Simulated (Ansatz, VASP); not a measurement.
# N: VASP beside Ansatz

One calculation is typed for both programs; each brings its own data sets. How far apart do they land? The cell is taken from a series of runs on this material, whose earlier steps may have relaxed, scaled, displaced or heated it; both programs get it as it stands.

Method: plane waves, with VASP 6.6.1 beside it; relaxation of cell and atoms at LDA and zone-centre phonons at LDA, in Ansatz 0.2.0.

### Step 1. The structure

Symmetry: P6_3/mmc, No. 194, hexagonal system. The conventional cell has a = 2.507 Å, b = 2.507 Å, c = 2.402 Å, α = 90.00°, β = 90.00°, γ = 120.00°. N has 6 N at 1.88 Å nearest.

Coordinates:

```cif
data_structure
_symmetry_space_group_name_H-M 'P6_3/mmc'
_symmetry_Int_Tables_number 194
_cell_length_a 2.5069
_cell_length_b 2.5069
_cell_length_c 2.4018
_cell_angle_alpha 90.000
_cell_angle_beta 90.000
_cell_angle_gamma 120.000
_cell_volume 13.07
loop_
_atom_site_label
_atom_site_type_symbol
_atom_site_symmetry_multiplicity
_atom_site_Wyckoff_symbol
_atom_site_fract_x
_atom_site_fract_y
_atom_site_fract_z
_atom_site_occupancy
N1 N 2 d 0.66667 0.33333 0.25000 1
```

### Step 2. Ansatz: relaxation of cell and atoms, LDA

Ansatz runs on its default PAW (the set named soft_2) files.

The relaxed volume is the usual yardstick between codes: in a stiff, nearly cubic crystal its relative difference is about their pressure difference at one cell divided by the bulk modulus.

File input.yaml:

```yaml
crystal:
  lattice:
    - [2.5068812471, 0.0, 0.0]
    - [-1.2534406235, 2.1710228442, 0.0]
    - [0.0, 0.0, 2.4018137189]
  atoms:
    - { symbol: "N", position: [0.6666666667, 0.3333333333, 0.25] }
    - { symbol: "N", position: [0.3333333333, 0.6666666667, 0.75] }
kpoints:
  mp_grid: { grid: [18, 18, 20] }
hamiltonian:
  xc: lda
scf:
  occupations: { method: methfessel_paxton, width: 0.15 }
output:
  forces: true
  stress: true
  eigenvalues: true
relax:
  adjacent_minimum: "off"
  f_tol: 0.001
  max_steps: 60
  cell: { stress_tol: 0.01 }
```

Run with:

```sh
$ ansatz run input.yaml --threads 4 --pin off --max-ram 7168MiB --backend cpu --events-out ev --progress --plain --runs-dir out
```

Numbers of over 12 decimals in the logs are rounded to 6 here.

What it wrote:

```text
Engine: ansatz 0.2.0, x86_64-unknown-linux-gnu
Pseudopotentials: kind: paw
Pseudopotential: N, paw, valence charge 5, recommended cutoff 420 eV (normal), N.paw.azcp
Functional definition: SPW92
  exchange = slater_x
  correlation = pw_c
Crystal: 2 atoms, lattice volume = 13.072 Å³
Basis set: ecut = 420 eV, 255 PW (Γ)
Bands: 9, of which v1, the nominal top of the filled ones, is band 5 counted from 1 (4 counted from 0)
Symmetry: 24 space group operations
Space group: P63/mmc (ITA 194), of the structure as read, at distance tolerance 2.4e-5 Å
k-points: 407 of 6480
Non-local potential: N, projectors of the file, l = 0: 2, l = 1: 2, l = 2: 1
PAW form: soft (Blöchl's): semilocal exchange-correlation on the pseudo side does not see the compensation charge
PAW frozen core: N, regenerated for the run's functional, and the local potential with it (the file was generated under x = pbe(κ = 0.804, μ = 0.219515), c = pbe(β = 0.066725))
PAW one-centre angular grid: N, 110 points (default); XC on 64 Gauss nodes
Initial density: superposition of atomic densities (neutral atoms: chi_scale 0, normalization atom), corrected by the library's trained network
Initial wavefunctions: pseudopotential atomic-orbital guess
Functional: x = slater, c = lda
SCF iter   1: F=—  HF=-740.849296 eV  |F-HF|=—  |Δ(HF+E_count)|=         —  Δρ=1.17e-2  dr2=7.90e-3  ethr=1.77e-3  ⟨swp⟩=4.7  Hψ=22478  notcnv=0
preconditioner: auto → none  [metal: Δε(μ)=0.020 eV  Ē_g=15.298 eV  σ=0.150 eV  W_gap=0.11  n_scr=0 (ndim 8)  ℏωp=32.5 eV  f_vac=0.000  D(μ)=0.69/eV (n_scr^D=8)]
SCF iter   2: F=—  HF=-740.847303 eV  |F-HF|=—  |Δ(HF+E_count)|=   1.99e-3  S|Δr|=    0.00e0  Δρ=4.76e-3  dr2=1.05e-3  ethr=7.90e-5  ⟨swp⟩=1.0  Hψ=6919  notcnv=0
SCF iter   3: F=—  HF=-740.847216 eV  |F-HF|=—  |Δ(HF+E_count)|=   8.69e-5  S|Δr|=    0.00e0  Δρ=6.23e-4  dr2=1.08e-5  ethr=1.05e-5  ⟨swp⟩=2.1  Hψ=5675  notcnv=0
SCF iter   4: F=—  HF=-740.847220 eV  |F-HF|=—  |Δ(HF+E_count)|=   3.51e-6  S|Δr|=    0.00e0  Δρ=2.88e-5  dr2=5.18e-8  ethr=1.00e-9  ⟨swp⟩=3.9  Hψ=16780  notcnv=0
SCF iter   5: F=-740.847220 eV  HF=-740.847220 eV  |F-HF|=4.05e-11  |Δ(HF+E_count)|=   1.98e-8  S|Δr|=    0.00e0  Δρ=1.34e-6  dr2=4.39e-11  ethr=5.18e-10  ⟨swp⟩=2.1  Hψ=12864  notcnv=0
SCF 1 converged in 5 iterations: F = -740.847220 eV  dr2 = 4.39e-11
  greatest PAW one-centre occupation: 0.847 electrons in one spin orbital (limit 2), on the N atom at site 1 (counted from 0), in its partial waves of l = 0
relax step   1: F+E_penalty+E_count = -740.84721963 eV  Δ(F+E_penalty+E_count) = +0.000e0 eV  max|allowed force component| = 1.665e-16 eV/Å  Δτ_max = 0.0000 Å  P = -0.143 GPa  Ω = 13.072 Å³  (5 SCF iters, dr2 threshold 1.00e-7 eV, accepted)
[... from here on, the SCF cycles and remarks between the steps are left out ...]
relax step   2: F+E_penalty+E_count = -740.84716864 eV  Δ(F+E_penalty+E_count) = +5.099e-5 eV  max|allowed force component| = 8.327e-17 eV/Å  Δτ_max = 0.0000 Å  P = -0.041 GPa  Ω = 13.073 Å³  energy of the carried Pulay correction = -4.914e-5 eV  (3 SCF iters, dr2 threshold 2.00e-7 eV, rejected (line search))
relax step   3: F+E_penalty+E_count = -740.84723696 eV  Δ(F+E_penalty+E_count) = -1.733e-5 eV  max|allowed force component| = 1.480e-16 eV/Å  Δτ_max = 0.0000 Å  P = -0.075 GPa  Ω = 13.071 Å³  energy of the carried Pulay correction = -1.201e-5 eV  (5 SCF iters, accepted)
relax step   4: F+E_penalty+E_count = -740.84725494 eV  Δ(F+E_penalty+E_count) = -1.798e-5 eV  max|allowed force component| = 5.089e-17 eV/Å  Δτ_max = 0.0000 Å  P = -0.044 GPa  Ω = 13.070 Å³  energy of the carried Pulay correction = +5.336e-6 eV  (2 SCF iters, dr2 threshold 2.64e-8 eV, accepted)
relax step   5: F+E_penalty+E_count = -740.84727954 eV  Δ(F+E_penalty+E_count) = -2.461e-5 eV  max|allowed force component| = 1.064e-16 eV/Å  Δτ_max = 0.0000 Å  P = +0.000 GPa  Ω = 13.067 Å³  energy of the carried Pulay correction = +2.963e-5 eV  (2 SCF iters, dr2 threshold 9.10e-9 eV, accepted)
relax step   6: F+E_penalty+E_count = -740.84722645 eV  Δ(F+E_penalty+E_count) = +5.309e-5 eV  max|allowed force component| = 7.401e-17 eV/Å  Δτ_max = 0.0000 Å  P = -0.005 GPa  Ω = 13.067 Å³  stress off target by 2.22e-2 GPa  SCF on the basis re-selected at this cell (its energy is not comparable with the rows above)  (4 SCF iters)
relax step   7: F+E_penalty+E_count = -740.84722777 eV  Δ(F+E_penalty+E_count) = -1.319e-6 eV  max|allowed force component| = 1.295e-16 eV/Å  Δτ_max = 0.0000 Å  P = -0.000 GPa  Ω = 13.067 Å³  energy of the carried Pulay correction = +1.297e-6 eV  (2 SCF iters, dr2 threshold 1.23e-9 eV, accepted)
relax step   8: F+E_penalty+E_count = -740.84722588 eV  Δ(F+E_penalty+E_count) = +1.891e-6 eV  max|allowed force component| = 1.249e-16 eV/Å  Δτ_max = 0.0000 Å  P = -0.000 GPa  Ω = 13.067 Å³  stress off target by 7.21e-4 GPa  SCF on the basis re-selected at this cell (its energy is not comparable with the rows above)  (3 SCF iters)
basis re-selected at this cell: Δ(F+E_penalty+E_count) = +1.891e-6 eV, ΔP = -0.000 GPa vs the last step (what re-selecting the basis moved, of the pressure what is left beyond the Pulay correction that the steps carried, after the strain that the cell walked since its last selection, with what the two solves' SCF thresholds leave and, on support functions, any second-order correction that the steps lacked; it is no m [...]
SCF converged after 3 iterations
Stability not checked: this state was not tested for a lower state beside it, because cold or Methfessel-Paxton smearing, or corrected tetrahedra, fill the levels in a way that the test cannot read (fill_not_monotonic; see scf.lower_state_search)
Free energy (F): -740.847226 eV
Harris-Foulkes:  -740.847226 eV  (|F-HF|=1.14e-13)
Internal energy: -740.847322 eV  (E = F + TS)
E sigma→0 (E₀):  -740.847250 eV
Entropy (-TS):   0.000096 eV (0.048 meV/atom)
Fermi energy:    10.608196 eV
--- Per-component energies (eV) ---
  E_band       = 20.054854
  E_kinetic    = 245.253043
  E_local      = -241.887568  (includes V_loc(G=0)·N_el)
  E_nonlocal   = 96.939272
  E_hartree    = 51.681641
  E_xc         = -116.169823
  E_vxc        = -148.271534  (∫ρ·V_xc dr)
  E_paw        = -231.845616  (= ΣΔE_a)
  E_vpaw       = -35.341771  (= ΣTr[D̂ρ^β])
  E_aug_tail   = 0.000131  (compensation charges beyond the density's cutoff)
  E_ewald      = -544.978490
  E_core_change = 0.160088  (= ΣΔE_core)
  E_smearing   = 0.000096  (= −TS)
  E_closure    = 0.000000  (closes the sum)
  Σ components = -740.847226   (vs F -740.847226, Δ=0.00e0)
--- Forces (eV/Å), atoms counted from 1 ---
  atom   1  N      0.00000000     0.00000000     0.00000000
  atom   2  N     -0.00000000    -0.00000000    -0.00000000
  max |Σ_I F_I| component: 1.85e-17 eV/Å
--- Stress (GPa, compression-positive) ---
        0.000130      -0.000000       0.000000
       -0.000000       0.000130       0.000000
        0.000000       0.000000      -0.000721
  P = ⅓ Tr σ = -0.0002 GPa (-0.002 kbar)
--- Band table (eV; the first three rows and the last of 407) ---
  k-point 0: bands = ["-11.8433", "5.5216", "5.7521", "7.9269", "7.9269", "13.3332", "13.3332", "16.7976", "24.9196"]
  k-point 1: bands = ["-11.7905", "4.4601", "6.7044", "7.9652", "7.9652", "13.3177", "13.3177", "16.7388", "25.1340"]
  k-point 2: bands = ["-11.6320", "3.2070", "7.6428", "8.0792", "8.0792", "13.2694", "13.2694", "16.5638", "25.7588"]
  k-point 406: bands = ["-1.7461", "-1.7461", "1.6532", "1.6532", "6.4518", "6.4518", "16.6444", "16.6444", "31.0152"]
--- Relaxed structure (6 steps of the walk, 5 accepted, 2 SCFs on fresh bases) ---
  F+E_penalty+E_count = -740.84722588 eV   max|allowed force component| = 1.249e-16 eV/Å   (the final SCF, on the basis selected at the relaxed cell)
  cell:  # Å, volume = 13.0671 Å³
    - [2.507466, -2.8874277052391894e-11, 0]
    - [-1.253733, 2.171529, 0]
    - [0, 0, 2.399814]
  atoms:
    - { symbol: N, position: [0.666667, 0.333333, 0.25] }
    - { symbol: N, position: [0.333333, 0.666667, 0.75] }
```

The column dr2 measures how far the density is from self-consistency, as an energy; F and HF (Harris–Foulkes) agree once it is small.

### Step 3. VASP: relaxation of cell and atoms, LDA

The same cell, functional (in two slightly different forms), mesh and smearing now go to VASP, with its own data sets.

Lines of VASP's logs that name or quote its potential files are left out, and so is its time.

File INCAR:

```
SYSTEM = N
PREC = Accurate
ENCUT = 600
EDIFF = 1E-07
NELM = 120
ISMEAR = 1
SIGMA = 0.15
LREAL = .FALSE.
ALGO = Normal
GGA = CA
NBANDS = 11
LORBIT = 11
LWAVE = .FALSE.
LCHARG = .FALSE.
ISIF = 3
IBRION = 2
NSW = 80
EDIFFG = -0.005
LASPH = .TRUE.
GGA_COMPAT = .FALSE.
NELMIN = 4
KPAR = 2
```

File POSCAR:

```
N
1.0
    2.5068810000      0.0000000000      0.0000000000
   -1.2534410000      2.1710230000      0.0000000000
    0.0000000000      0.0000000000      2.4018140000
N
2
Direct
    0.6666668558      0.3333331798      0.2499997918
    0.3333335431      0.6666668202      0.7499997918
```

File KPOINTS:

```
Automatic mesh
0
Gamma
18 18 20
0 0 0
```

Potentials, in the order of the species: N (LDA family, release 64).

Run with:

```sh
$ mpirun -np 2 vasp_std
```

What it wrote:

```text
[banner, memory and clock lines left out]
running    2 mpi-ranks, on    1 nodes
 distrk:  each k-point on    1 cores,    2 groups
 distr:  one band on    1 cores,    1 groups

 POSCAR found type information on POSCAR N
 POSCAR found :  1 types and       2 ions
 LDA part: xc-table for (Slater(with rela. corr.)+CA(PZ))
 , standard interpolation
 POSCAR, INCAR and KPOINTS ok, starting setup
 FFT: planning ... GRIDC
 FFT: planning ... GRID_SOFT
 FFT: planning ... GRID
 WAVECAR not read
 entering main loop
       N       E                     dE             d eps       ncg     rms          rms(c)
DAV:   1     0.244071288486E+02    0.24407E+02   -0.66703E+03  9237   0.999E+02
DAV:   2    -0.105515562639E+02   -0.34959E+02   -0.33265E+02 12166   0.175E+02
DAV:   3    -0.114061803043E+02   -0.85462E+00   -0.83394E+00 10517   0.232E+01
DAV:   4    -0.114082096510E+02   -0.20293E-02   -0.20293E-02  9884   0.128E+00
DAV:   5    -0.114082116524E+02   -0.20015E-05   -0.20002E-05 10595   0.422E-02    0.217E+00
DAV:   6    -0.113990277771E+02    0.91839E-02   -0.32603E-03  9908   0.517E-01    0.131E+00
DAV:   7    -0.113952647889E+02    0.37630E-02   -0.47053E-03  9986   0.638E-01    0.807E-02
DAV:   8    -0.113952078587E+02    0.56930E-04   -0.23446E-04 10184   0.139E-01    0.134E-02
DAV:   9    -0.113952088972E+02   -0.10385E-05   -0.25692E-06 10148   0.164E-02    0.707E-03
DAV:  10    -0.113952090461E+02   -0.14890E-06   -0.34985E-07 10205   0.496E-03    0.936E-04
DAV:  11    -0.113952090370E+02    0.91464E-08   -0.17169E-08  5173   0.115E-03
   1 F= -.11395209E+02 E0= -.11395248E+02  d E =-.113952E+02
 curvature:   0.00 expect dE= 0.000E+00 dE for cont linesearch  0.000E+00
 trial: gam= 0.00000 g(F)=  0.705E-41 g(S)=  0.450E-04 ort = 0.000E+00 (trialstep = 0.100E+01)
 search vector abs. value=  0.450E-04
 bond charge predicted
       N       E                     dE             d eps       ncg     rms          rms(c)
DAV:   1    -0.113952282237E+02   -0.19178E-04   -0.19659E-03 10076   0.419E-01    0.342E-02
DAV:   2    -0.113952164929E+02    0.11731E-04   -0.20677E-05  9482   0.421E-02    0.185E-02
DAV:   3    -0.113952112005E+02    0.52924E-05   -0.94353E-06 10034   0.222E-02    0.182E-03
DAV:   4    -0.113952111660E+02    0.34415E-07   -0.12247E-07  6201   0.338E-03
   2 F= -.11395211E+02 E0= -.11395255E+02  d E =-.212907E-05
 trial-energy change:   -0.000002  1 .order   -0.000002   -0.000045    0.000040
 step:   0.5268(harm=  0.5268)  dis= 0.00000  next Energy=   -11.395221 (dE=-0.119E-04)
 bond charge predicted
       N       E                     dE             d eps       ncg     rms          rms(c)
DAV:   1    -0.113952246920E+02   -0.13492E-04   -0.44111E-04 10034   0.198E-01    0.163E-02
DAV:   2    -0.113952220392E+02    0.26528E-05   -0.46637E-06  9467   0.200E-02    0.884E-03
DAV:   3    -0.113952208450E+02    0.11941E-05   -0.21237E-06 10007   0.105E-02    0.849E-04
DAV:   4    -0.113952208352E+02    0.97995E-08   -0.27225E-08  4972   0.160E-03
   3 F= -.11395221E+02 E0= -.11395263E+02  d E =-.117983E-04
 curvature:  -0.26 expect dE=-0.632E-09 dE for cont linesearch -0.430E-10
 trial: gam= 0.00196 g(F)=  0.236E-40 g(S)=  0.240E-08 ort =-0.857E-07 (trialstep = 0.905E+00)
 search vector abs. value=  0.234E-08
 reached required accuracy - stopping structural energy minimisation
```

From OUTCAR (step 3):

```text
ion  position               nearest neighbor table
   1  0.667  0.333  0.250-
   2  0.333  0.667  0.750-

  LATTYP: Found a hexagonal cell.
 ALAT       =     2.5068810000
 C/A-ratio  =     0.9580885571

 Subroutine GETGRP returns: Found 24 space group operations
 (whereof 12 operations were pure point group operations)

The static configuration has the point symmetry D_3d.
 The point group associated with its full space group is D_6h.

 Found    407 irreducible k-points:

   k-points           NKPTS =    407   k-points in BZ     NKDIM =    407   number of bands    NBANDS=     11

   dimension x,y,z NGX =    20 NGY =   20 NGZ =   20
   dimension x,y,z NGXF=    40 NGYF=   40 NGZF=   40

   ENCUT  =  600.0 eV  44.10 Ry    6.64 a.u.   5.01  5.01  4.80*2*pi/ulx,y,z

   NELECT =      10.0000    total number of electrons

 k-points in reciprocal lattice and weights: Automatic mesh
   0.00000000  0.00000000  0.00000000       0.000
   0.05555556  0.00000000  0.00000000       0.001
   0.11111111  0.00000000  0.00000000       0.001
   0.16666667  0.00000000  0.00000000       0.001
   0.22222222 -0.00000000  0.00000000       0.001
   0.27777778  0.00000000  0.00000000       0.001
   0.33333333  0.00000000  0.00000000       0.001
   0.38888889  0.00000000  0.00000000       0.001
   0.44444444 -0.00000000  0.00000000       0.001
[...]
0.33333333  0.27777778  0.50000000       0.002
   0.33333333  0.33333333  0.50000000       0.000

 average (electrostatic) potential at core
       1 -63.2188       2 -63.2188

 E-fermi :   7.3879

 k-point     1 :       0.0000    0.0000    0.0000
  band No.  band energies     occupation
      1     -15.0518      2.00000
      2       2.3197      2.00000
      3       2.5255      2.00000
      4       4.7123      2.00000
      5       4.7123      2.00000
      6      10.1091     -0.00000
      7      10.1091     -0.00000
      8      13.5781      0.00000
      9      21.6748      0.00000
     10      25.1647      0.00000
    ...

 k-point     2 :       0.0556    0.0000    0.0000
  band No.  band energies     occupation
      1     -14.9759      2.00000
      2       1.9699      2.00000
      3       2.5870      2.00000
      4       4.5834      2.00000
      5       4.8325      2.00000
      6      10.0836     -0.00000
      7      10.2384     -0.00000
      8      13.4790      0.00000
      9      21.8627      0.00000
     10      25.0948      0.00000
    ...

 k-point     3 :       0.1111    0.0000    0.0000
  band No.  band energies     occupation
      1     -14.7490      2.00000
      2       1.0898      2.00000
      3       2.7700      2.00000
      4       4.2447      2.00000
      5       5.0563      2.00000
      6      10.0212     -0.00000
      7      10.5755      0.00000
      8      13.1888      0.00000
      9      22.3825      0.00000
     10      24.8904      0.00000
    ...

  Total        0.0001946      0.0001946      0.0001542     -0.0000000      0.0000000      0.0000000
  in kB        0.0238638      0.0238638      0.0189097     -0.0000000      0.0000000      0.0000000
  external PRESSURE =       0.0222125 kB  Pullay stress =       0.0000000 kB

  energy-cutoff  :      600.00
  volume of cell :       13.07
      direct lattice vectors                 reciprocal lattice vectors
     2.507118958 -0.000000000  0.000000000     0.398864201  0.230284406  0.000000000
    -1.253559979  2.171229078  0.000000000     0.000000000  0.460568629  0.000000000
     0.000000000 -0.000000000  2.400535176     0.000000000  0.000000000  0.416573775

 POSITION                                       TOTAL-FORCE (eV/Angst)
 -----------------------------------------------------------------------------------
      1.25356      0.72374      0.60013        -0.000000     -0.000000      0.000000
      0.00000      1.44749      1.80040         0.000000      0.000000      0.000000
 -----------------------------------------------------------------------------------
    total drift:                               -0.000351      0.000027      0.000254

  FREE ENERGIE OF THE ION-ELECTRON SYSTEM (eV)
  ---------------------------------------------------
  free  energy   TOTEN  =       -11.3952208352 eV

  energy  without entropy=      -11.3953466003  energy(sigma->0) =      -11.39526276

 reached required accuracy - stopping structural energy minimisation

 total charge
# of ion       s       p       d       tot
------------------------------------------
    1        1.372   1.988   0.000   3.361
    2        1.372   1.988   0.000   3.361
--------------------------------------------------
tot          2.745   3.976   0.000   6.721

[... 3 further parts left out ...]
```

CONTCAR:

```
N
   1.00000000000000
     2.5071189577253685   -0.0000000000548032    0.0000000000000000
    -1.2535599789576062    2.1712290775678853    0.0000000000000000
     0.0000000000000000   -0.0000000000000000    2.4005351759572542
  N
     2
Direct
     0.6666668558000026    0.3333331798000003    0.2499997918000005
     0.3333335430999966    0.6666668201999997    0.7499997918000005
```

### Step 4. Differences

Known differences besides the potentials themselves: the two LDA forms differ slightly; the cutoff is 420 eV in Ansatz and 600 eV in VASP; VASP's log shows a relativistic correction to its local exchange, Ansatz's none; Ansatz adds a Pulay correction to the stress that steers its cell, VASP none. Total energies have different zeros and are not compared.

Compared:

```tsv
quantity	Ansatz	VASP	difference
volume (Å³)	13.07	13.07	+0.00 %
edge a after relaxation, in the typed setting (Å)	2.507	2.507	+0.02 %
edge c after relaxation, in the typed setting (Å)	2.400	2.401	-0.03 %
```

(Part 1 of 2 ends here.)

[Lines on the potential files, build, host, timing and source positions are cut from VASP's logs without a mark.]

[Logs are printed without paths, hosts, clocks, repeated set-up lines and the standing remarks that a program may print on its own settings, such as how far it seeks lower states.]

[Hosts, paths, dates, database ids (printed as entryN), source tags and the programs' standing remarks are cut or masked in the printed files.]
